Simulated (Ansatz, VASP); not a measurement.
**SnSe: VASP beside Ansatz**

One calculation is typed for both programs; each brings its own data sets and cutoff. How far apart do they land?

Calculated with Ansatz 0.2.0; plane waves, with VASP 6.6.1 beside it; single point at r2SCAN, band structure at r2SCAN and single point at r2SCAN, spin-orbit coupling.

### 1. The starting structure

The structure is cubic, space group Fm-3m (No. 225). The conventional cell has a = 6.020 Å, b = 6.020 Å, c = 6.020 Å, α = 90.00°, β = 90.00°, γ = 90.00°. Nearest to Sn lie 6 Se at 3.01 Å. Se has 6 Sn at 3.01 Å nearest. Farther neighbours and most contacts between anions are not listed.

### 2. Ansatz: single point, r2SCAN

Ansatz runs on its default PAW (the set named soft_2) files.

With cell and atoms fixed, the geometry can't cause a difference; cores, projectors, grids and the points listed under the comparison can.

Contents of input.yaml:

```yaml
crystal:
  lattice:
    - [0.0, 3.01, 3.01]
    - [3.01, 0.0, 3.01]
    - [3.01, 3.01, 0.0]
  atoms:
    - { symbol: Sn, position: [0.0, 0.0, 0.0] }
    - { symbol: Se, position: [0.5, 0.5, 0.5] }
hamiltonian:
  xc: r2scan
  pseudopotentials: { kind: paw }
kpoints:
  mp_grid: { grid: [7, 7, 7] }
scf:
  occupations: { method: fermi_dirac, width: 0.05 }
  n_extra_bands: 4
output:
  forces: true
  stress: true
  eigenvalues: true
```

Launch:

```sh
$ ansatz run input.yaml --threads 2 --pin off --max-ram 4608MiB --backend cpu --events-out ev --progress --plain --runs-dir out
```

Numbers of over 12 decimals in the logs are rounded to 6 here.

The program printed:

```text
scf.n_extra_bands = 4 over 15 filled bands (N_el = 30.0): the run solves 19 bands
Engine: ansatz 0.2.0, aarch64-unknown-linux-gnu
Pseudopotentials: kind: paw
Pseudopotential: Sn, paw, valence charge 14, recommended cutoff 500 eV (meta_gga), Sn.paw.azcp
Pseudopotential: Se, paw, valence charge 16, recommended cutoff 500 eV (meta_gga), Se.paw.azcp
Functional definition: r2SCAN
  parameter k0 = 0.174
  parameter k1 = 0.065
  parameter a1 = 4.9479
  exchange = r2scan_x(k0 = k0, k1 = k1, a1 = a1)
  correlation = r2scan_c
Crystal: 2 atoms, lattice volume = 54.542 Å³
Basis set: ecut = 500 eV, 1411 PW (Γ), exchange–correlation on 128×128×128 points (64 copies of the dense FFT grid, shifted against one another)
Bands: 19, of which v1, the nominal top of the filled ones, is band 15 counted from 1 (14 counted from 0)
Symmetry: 48 space group operations
Space group: Fm-3m (ITA 225), of the structure as read, at distance tolerance 3.8e-5 Å
k-points: 20 of 343
Non-local potential: Sn, projectors of the file, l = 0: 2, l = 1: 2, l = 2: 2, l = 3: 2
Non-local potential: Se, projectors of the file, l = 0: 2, l = 1: 2, l = 2: 3, l = 3: 1
PAW form: soft (Blöchl's): semilocal exchange-correlation on the pseudo side does not see the compensation charge
PAW frozen core: Sn, regenerated for the run's functional (the file was generated under x = pbe(κ = 0.804, μ = 0.219515), c = pbe(β = 0.066725))
PAW frozen core: Se, regenerated for the run's functional (the file was generated under x = pbe(κ = 0.804, μ = 0.219515), c = pbe(β = 0.066725))
PAW one-centre angular grid: Sn, 590 points (default); XC on 249 of its mesh's 2787 points in the sphere
PAW one-centre angular grid: Se, 590 points (default); XC on 160 Gauss nodes
Initial density: superposition of atomic densities (neutral atoms: chi_scale 0, normalization atom), corrected by the library's trained network
Initial wavefunctions: pseudopotential atomic-orbital guess
Functional: x = r2scan, c = r2scan; τ floored in thin density (d = 2e-4 eV/Å³)
SCF iter   1: F=—  HF=-11517.584372 eV  |F-HF|=—  |Δ(HF+E_count)|=         —  Δρ=4.54e-3  dr2=1.49e-2  dr2_τ=2.05e-3  ethr=1.77e-3  ⟨swp⟩=5.8  Hψ=1815  notcnv=0
preconditioner: auto → none  [insulator: Δε(μ)=0.892 eV  Ē_g=18.211 eV  σ=0.050 eV  W_gap=1.00  n_scr=14 (ndim 8)  ℏωp=22.5 eV  f_vac=0.015  D(μ)=0.00/eV (n_scr^D=0)  ε∞_Penn≈2.5]
SCF iter   2: F=—  HF=-11517.590246 eV  |F-HF|=—  |Δ(HF+E_count)|=   5.87e-3  Δρ=1.66e-3  dr2=1.03e-3  dr2_τ=1.92e-4  ethr=4.96e-5  ⟨swp⟩=2.0  Hψ=901  notcnv=0
SCF iter   3: F=—  HF=-11517.590311 eV  |F-HF|=—  |Δ(HF+E_count)|=   6.49e-5  Δρ=7.20e-4  dr2=2.51e-4  dr2_τ=5.67e-6  ethr=3.44e-6  ⟨swp⟩=2.1  Hψ=671  notcnv=0
SCF iter   4: F=—  HF=-11517.590352 eV  |F-HF|=—  |Δ(HF+E_count)|=   4.15e-5  Δρ=1.72e-4  dr2=2.18e-5  dr2_τ=7.12e-7  ethr=8.37e-7  ⟨swp⟩=2.0  Hψ=472  notcnv=0
SCF iter   5: F=—  HF=-11517.590344 eV  |F-HF|=—  |Δ(HF+E_count)|=   8.43e-6  Δρ=2.81e-5  dr2=3.44e-7  dr2_τ=8.33e-9  ethr=7.28e-8  ⟨swp⟩=2.5  Hψ=560  notcnv=0
SCF iter   6: F=-11517.590344 eV  HF=-11517.590344 eV  |F-HF|=3.03e-9  |Δ(HF+E_count)|=   1.87e-8  Δρ=6.99e-6  dr2=2.73e-8  dr2_τ=3.62e-10  ethr=3.33e-10  ⟨swp⟩=6.5  Hψ=1634  notcnv=0
SCF 1 converged in 6 iterations: F = -11517.590344 eV  dr2 = 2.73e-8
  greatest PAW one-centre occupation: 1.000 electrons in one spin orbital (limit 2), on the Se atom at site 1 (counted from 0), in its partial waves of l = 2
SCF converged after 6 iterations
Free energy (F): -11517.590344 eV
Harris-Foulkes:  -11517.590344 eV  (|F-HF|=3.03e-9)
Internal energy: -11517.590328 eV  (E = F + TS)
E sigma→0 (E₀):  -11517.590336 eV
Entropy (-TS):   -0.000016 eV (-0.008 meV/atom)
Fermi energy:    9.409180 eV
--- Per-component energies (eV) ---
  E_band       = -498.702834
  E_kinetic    = 303.084968
  E_local      = -3325.451650  (includes V_loc(G=0)·N_el)
  E_nonlocal   = -628.666762
  E_hartree    = 1750.954024
  E_xc         = -474.093944
  E_vxc        = -211.155850  (∫ρ·V_xc dr)
  E_paw        = -6080.001316  (= ΣΔE_a)
  E_vpaw       = -150.185576  (= ΣTr[D̂ρ^β])
  E_aug_tail   = -0.000211  (compensation charges beyond the density's cutoff)
  E_vtau       = 11.767380  (kinetic-family band-sum trace: ∫τ·v_τ [+ j·A + Jᵃ·Aᵃ] dr)
  E_ewald      = -3062.385987
  E_core_change = -1.029450  (= ΣΔE_core)
  E_smearing   = -0.000016  (= −TS)
  E_closure    = -0.000000  (closes the sum)
  Σ components = -11517.590344   (vs F -11517.590344, Δ=0.00e0)
--- Forces (eV/Å), atoms counted from 1 ---
  atom   1  Sn    -0.00000000    -0.00000000    -0.00000000
  atom   2  Se     0.00000000    -0.00000000    -0.00000000
  max |Σ_I F_I| component: 1.89e-29 eV/Å
--- Stress (GPa, compression-positive) ---
       -0.083292      -0.000000      -0.000000
       -0.000000      -0.083292      -0.000000
       -0.000000      -0.000000      -0.083292
  P = ⅓ Tr σ = -0.0833 GPa (-0.833 kbar)
--- Band table (eV; the first three rows and the last of 20) ---
  k-point 0: bands = [... 11 lower, 3.9555, 6.5645, 6.5645, 6.5645, 13.5604, 13.5604, 13.5604, 15.2479]
  k-point 1: bands = [... 11 lower, 3.0991, 6.5950, 6.5950, 7.2678, 12.4979, 12.6154, 12.6154, 15.2414]
  k-point 2: bands = [... 11 lower, 1.7277, 6.6924, 6.6924, 8.2465, 11.0252, 11.2782, 11.2782, 15.7843]
  k-point 19: bands = [... 11 lower, 1.6836, 3.9091, 4.6744, 7.7791, 10.8939, 13.5807, 14.3134, 15.8403]
```

It took 5.2 s on 2 threads of Arm Neoverse V1, shared host; peak memory 0.5 GiB.

The run ends at a pressure of -0.08 GPa.

### 3. VASP: single point, r2SCAN

The same cell, functional, mesh and smearing now go to VASP, with its own data sets and cutoff.

Lines of VASP's logs that name or quote its potential files are left out, and so is its time.

Contents of INCAR:

```
SYSTEM = SnSe
PREC = Accurate
ENCUT = 400
EDIFF = 1E-06
NELM = 100
ISMEAR = -1
SIGMA = 0.05
LREAL = .FALSE.
ALGO = Normal
METAGGA = R2SCAN
LASPH = .TRUE.
NBANDS = 16
LORBIT = 11
LWAVE = .FALSE.
LCHARG = .TRUE.
ISIF = 2
LELF = .TRUE.
LVHAR = .TRUE.
```

Contents of POSCAR:

```
SnSe
1.0
    0.0000000000      3.0100000000      3.0100000000
    3.0100000000      0.0000000000      3.0100000000
    3.0100000000      3.0100000000      0.0000000000
Sn Se
1 1
Direct
    0.0000000000      0.0000000000      0.0000000000
    0.5000000000      0.5000000000      0.5000000000
```

Contents of KPOINTS:

```
Automatic mesh
0
Gamma
7 7 7
0 0 0
```

Potentials, in the order of the species: Sn_d and Se (PBE family, release 64).

Launch:

```sh
$ mpirun -np 2 vasp_std
```

The program printed:

```text
[banner, memory and clock lines left out]
running    2 mpi-ranks, on    1 nodes
 distrk:  each k-point on    2 cores,    1 groups
 distr:  one band on    1 cores,    2 groups

 POSCAR found type information on POSCAR SnSe
 POSCAR found :  2 types and       2 ions
|                                                                             |
|               ----> ADVICE to this user running VASP <----                  |
|                                                                             |
|     You enforced a specific xc type in the INCAR file but a different       |
|     [... a line on the potential file left out ...]
|     I HOPE YOU KNOW WHAT YOU ARE DOING!                                     |
|                                                                             |

 LDA part: xc-table for (None), standard interpolation
 POSCAR, INCAR and KPOINTS ok, starting setup
 FFT: planning ... GRIDC
 FFT: planning ... GRID_SOFT
 FFT: planning ... GRID
 WAVECAR not read
 entering main loop
       N       E                     dE             d eps       ncg     rms          rms(c)
DAV:   1     0.884713930020E+02    0.88471E+02   -0.88370E+03   648   0.135E+03
DAV:   2    -0.334444052266E+02   -0.12192E+03   -0.11923E+03   760   0.333E+02
DAV:   3    -0.431101172238E+02   -0.96657E+01   -0.96493E+01   760   0.874E+01
DAV:   4    -0.433331274707E+02   -0.22301E+00   -0.22298E+00   824   0.151E+01
DAV:   5    -0.433420386925E+02   -0.89112E-02   -0.89112E-02   888   0.265E+00    0.360E+00
DAV:   6    -0.398675291894E+02    0.34745E+01   -0.10366E+00   704   0.141E+01    0.246E+00
DAV:   7    -0.398688558795E+02   -0.13267E-02   -0.15743E-01   808   0.257E+00    0.105E+00
DAV:   8    -0.398751568579E+02   -0.63010E-02   -0.89727E-03   784   0.101E+00    0.397E-01
DAV:   9    -0.398768995509E+02   -0.17427E-02   -0.23504E-03   760   0.476E-01    0.103E-01
DAV:  10    -0.398769341110E+02   -0.34560E-04   -0.18440E-04   840   0.187E-01    0.399E-02
DAV:  11    -0.398769766875E+02   -0.42576E-04   -0.78198E-05   776   0.764E-02    0.179E-02
DAV:  12    -0.398769735874E+02    0.31001E-05   -0.25719E-05   856   0.727E-02    0.338E-03
DAV:  13    -0.398769733266E+02    0.26075E-06   -0.64220E-07   512   0.102E-02
   1 F= -.39876973E+02 E0= -.39876965E+02  d E =-.161458E-04
```

Parts of OUTCAR (step 3):

```text
ion  position               nearest neighbor table
   1  0.000  0.000  0.000-   2 3.01   2 3.01   2 3.01   2 3.01   2 3.01   2 3.01
   2  0.500  0.500  0.500-   1 3.01   1 3.01   1 3.01   1 3.01   1 3.01   1 3.01

  LATTYP: Found a face centered cubic cell.
 ALAT       =     6.0200000000

 Subroutine GETGRP returns: Found 48 space group operations
 (whereof 48 operations were pure point group operations)

The static configuration has the point symmetry O_h .

 Found     20 irreducible k-points:

   k-points           NKPTS =     20   k-points in BZ     NKDIM =     20   number of bands    NBANDS=     16

   dimension x,y,z NGX =    28 NGY =   28 NGZ =   28
   dimension x,y,z NGXF=    56 NGYF=   56 NGZF=   56

   ENCUT  =  400.0 eV  29.40 Ry    5.42 a.u.   6.94  6.94  6.94*2*pi/ulx,y,z

   NELECT =      20.0000    total number of electrons

 k-points in reciprocal lattice and weights: Automatic mesh
   0.00000000  0.00000000  0.00000000       0.003
   0.14285714  0.00000000  0.00000000       0.023
   0.28571429  0.00000000  0.00000000       0.023
   0.42857143  0.00000000  0.00000000       0.023
   0.14285714  0.14285714  0.00000000       0.017
   0.28571429  0.14285714  0.00000000       0.070
   0.42857143  0.14285714  0.00000000       0.070
  -0.42857143  0.14285714  0.00000000       0.070
  -0.28571429  0.14285714  0.00000000       0.070
[...]
-0.42857143  0.42857143  0.14285714       0.070
  -0.28571429  0.42857143  0.14285714       0.070

 average (electrostatic) potential at core
       1-107.3147       2 -57.2360

 E-fermi :   5.9117

 k-point     1 :       0.0000    0.0000    0.0000
  band No.  band energies     occupation
    ...
      6      -9.0145      2.00000
      7       0.4522      2.00000
      8       3.0704      2.00000
      9       3.0705      2.00000
     10       3.0705      2.00000
     11      10.0648      0.00000
     12      10.0649      0.00000
     13      10.0649      0.00000
     14      11.7500      0.00000
     15      11.7500      0.00000
    ...

 k-point     2 :       0.1429    0.0000    0.0000
  band No.  band energies     occupation
    ...
      6      -8.8667      2.00000
      7      -0.4013      2.00000
      8       3.1011      2.00000
      9       3.1011      2.00000
     10       3.7712      2.00000
     11       9.0019      0.00000
     12       9.1194      0.00000
     13       9.1195      0.00000
     14      11.7449      0.00000
     15      12.2357      0.00000
    ...

 k-point     3 :       0.2857    0.0000    0.0000
  band No.  band energies     occupation
    ...
      6      -8.4850      2.00000
      7      -1.7699      2.00000
      8       3.1988      2.00000
      9       3.1988      2.00000
     10       4.7485      2.00000
     11       7.5283      0.00000
     12       7.7823      0.00000
     13       7.7824      0.00000
     14      12.2877      0.00000
     15      13.5071      0.00000
    ...

  Total       -0.0365992     -0.0365992     -0.0365992      0.0000000      0.0000000      0.0000000
  in kB       -1.0751085     -1.0751085     -1.0751085      0.0000000      0.0000000      0.0000000
  external PRESSURE =      -1.0751085 kB  Pullay stress =       0.0000000 kB

  energy-cutoff  :      400.00
  volume of cell :       54.54
      direct lattice vectors                 reciprocal lattice vectors
     0.000000000  3.010000000  3.010000000    -0.166112957  0.166112957  0.166112957
     3.010000000  0.000000000  3.010000000     0.166112957 -0.166112957  0.166112957
     3.010000000  3.010000000  0.000000000     0.166112957  0.166112957 -0.166112957

 POSITION                                       TOTAL-FORCE (eV/Angst)
 -----------------------------------------------------------------------------------
      0.00000      0.00000      0.00000         0.000000     -0.000000      0.000000
      3.01000      3.01000      3.01000        -0.000000      0.000000     -0.000000
 -----------------------------------------------------------------------------------
    total drift:                               -0.000000      0.000000      0.000000

  FREE ENERGIE OF THE ION-ELECTRON SYSTEM (eV)
  ---------------------------------------------------
  free  energy   TOTEN  =       -39.8769733266 eV

  energy  without entropy=      -39.8769571808  energy(sigma->0) =      -39.87696525

 total charge
# of ion       s       p       d       tot
------------------------------------------
    1        1.371   0.673   9.987  12.031
    2        1.473   2.347   0.026   3.846
--------------------------------------------------
tot          2.844   3.020  10.013  15.877

[... 3 further parts left out ...]
```

The run ends at a pressure of -0.11 GPa.

### 4. Differences

Known differences besides the potentials themselves: VASP keeps PBE cores, Ansatz makes them for the functional; the data sets hold 30 valence electrons in Ansatz (default PAW (the set named soft_2) files) and 20 in VASP; the cutoff is 500 eV in Ansatz and 400 eV in VASP. Total energies have different zeros and are not compared.

Compared:

| quantity | Ansatz | VASP | difference |
| --- | --- | --- | --- |
| pressure (GPa) | -0.08 | -0.11 | +0.02 |
| gap on the k mesh (eV) | 0.880 | 0.880 | -0.001 |

A gap on the mesh is an upper bound, since the band edges may lie between its points. Ansatz's pressure holds a Pulay correction of 0.01 GPa; VASP's holds none.

### 5. VASP: band structure, r2SCAN

Levels along a path test the potential and the projectors away from the mesh points.

Edit INCAR of step 3 so:

```diff
@@ -11,8 +11,6 @@
 LASPH = .TRUE.
-NBANDS = 16
+NBANDS = 22
 LORBIT = 11
 LWAVE = .FALSE.
-LCHARG = .TRUE.
-ISIF = 2
-LELF = .TRUE.
-LVHAR = .TRUE.
+LCHARG = .FALSE.
+KPAR = 2
```

POSCAR is that of step 3.

Contents of KPOINTS:

```
Automatic mesh
0
Gamma
6 6 6
0 0 0
```

Contents of KPOINTS_OPT:

```
Line mode
16
Line-mode
Reciprocal
  0.00000000   0.00000000   0.00000000 GAMMA
  0.50000000   0.00000000   0.50000000 X

  0.50000000   0.00000000   0.50000000 X
  0.50000000   0.25000000   0.75000000 W

  0.50000000   0.25000000   0.75000000 W
  0.37500000   0.37500000   0.75000000 K

  0.37500000   0.37500000   0.75000000 K
  0.00000000   0.00000000   0.00000000 GAMMA

  0.00000000   0.00000000   0.00000000 GAMMA
  0.50000000   0.50000000   0.50000000 L

  0.50000000   0.50000000   0.50000000 L
  0.62500000   0.25000000   0.62500000 U

  0.62500000   0.25000000   0.62500000 U
  0.50000000   0.25000000   0.75000000 W

  0.50000000   0.25000000   0.75000000 W
  0.50000000   0.50000000   0.50000000 L

  0.50000000   0.50000000   0.50000000 L
  0.37500000   0.37500000   0.75000000 K

  0.62500000   0.25000000   0.62500000 U
  0.50000000   0.00000000   0.50000000 X
```

Launch:

```sh
$ mpirun -np 2 vasp_std
```

The program printed:

```text
[banner, memory and clock lines left out]
running    2 mpi-ranks, on    1 nodes
[...]
[... a notice as in an earlier step ...]

 LDA part: xc-table for (None), standard interpolation
 POSCAR, INCAR and KPOINTS ok, starting setup
[...]
entering main loop
       N       E                     dE             d eps       ncg     rms          rms(c)
DAV:   1     0.105229799818E+03    0.10523E+03   -0.80562E+03   770   0.979E+02
DAV:   2    -0.288035927590E+02   -0.13403E+03   -0.12707E+03   778   0.300E+02
DAV:   3    -0.429804231548E+02   -0.14177E+02   -0.14096E+02   838   0.786E+01
DAV:   4    -0.433413864955E+02   -0.36096E+00   -0.36084E+00   830   0.134E+01
[...]
DAV:  11    -0.398885472934E+02   -0.42718E-04   -0.89614E-05   826   0.668E-02    0.230E-02
DAV:  12    -0.398885428693E+02    0.44242E-05   -0.29234E-05   952   0.606E-02    0.488E-03
DAV:  13    -0.398885425006E+02    0.36863E-06   -0.78821E-07   574   0.831E-03
   1 F= -.39888543E+02 E0= -.39888434E+02  d E =-.217914E-03
 Start KPOINTS_OPT (optional k-point list driver)
k-point batch [1-16\160]
       N       E                     dE             ncg
DAV:   1    -0.208437884526E+03   -0.53934E+04      778
DAV:   2    -0.249750761590E+04   -0.22891E+04      804
DAV:   3    -0.274927891701E+04   -0.25177E+03      790
DAV:   4    -0.275664231148E+04   -0.73634E+01      868
DAV:   5    -0.275683702830E+04   -0.19472E+00      880
DAV:   6    -0.275684647805E+04   -0.94498E-02      946
DAV:   7    -0.275684677469E+04   -0.29664E-03      996
DAV:   8    -0.275684677793E+04   -0.32416E-05      758
DAV:   9    -0.275684677802E+04   -0.86093E-07      610
[...]
k-point batch [145-160\160]
       N       E                     dE             ncg
DAV:   1    -0.387818188557E+03   -0.99135E+04      750
DAV:   2    -0.261165058452E+04   -0.22238E+04      758
DAV:   3    -0.285160968877E+04   -0.23996E+03      838
DAV:   4    -0.285829044300E+04   -0.66808E+01      896
DAV:   5    -0.285847838568E+04   -0.18794E+00      934
DAV:   6    -0.285848394110E+04   -0.55554E-02      962
DAV:   7    -0.285848405943E+04   -0.11833E-03     1000
DAV:   8    -0.285848406023E+04   -0.80138E-06      736
```

Parts of OUTCAR (step 5):

```text
  Total       -0.1575576     -0.1575576     -0.1575576      0.0000000      0.0000000      0.0000000
  in kB       -4.6282880     -4.6282880     -4.6282880      0.0000000      0.0000000      0.0000000
  external PRESSURE =      -4.6282880 kB  Pullay stress =       0.0000000 kB

 POSITION                                       TOTAL-FORCE (eV/Angst)
 -----------------------------------------------------------------------------------
      0.00000      0.00000      0.00000        -0.000000      0.000000      0.000000
      3.01000      3.01000      3.01000         0.000000     -0.000000     -0.000000
 -----------------------------------------------------------------------------------
    total drift:                               -0.000000      0.000000      0.000000

  FREE ENERGIE OF THE ION-ELECTRON SYSTEM (eV)
  ---------------------------------------------------
  free  energy   TOTEN  =       -39.8885425006 eV

  energy  without entropy=      -39.8883245864  energy(sigma->0) =      -39.88843354

[... 1 part as in an earlier step ...]

[... 2 further parts left out ...]
[key lines of the parts left out:]
E-fermi :   5.9281
```

Between two neighbouring points of the path, valence and conduction bands run towards each other on straight lines that meet. This is read as a crossing, and the least sampled distance of 0.20 eV as a residue of the sampling; a gap narrower than this sampling can resolve is not excluded.

(Continued in part 2 of 2.)

[Lines on the potential files, build, host, timing and source positions are cut from VASP's logs without a mark.]

[Logs are printed without paths, hosts, clocks, repeated set-up lines and the standing remarks that a program may print on its own settings, such as how far it seeks lower states.]

[Hosts, paths, dates, database ids (printed as entryN), source tags and the programs' standing remarks are cut or masked in the printed files.]
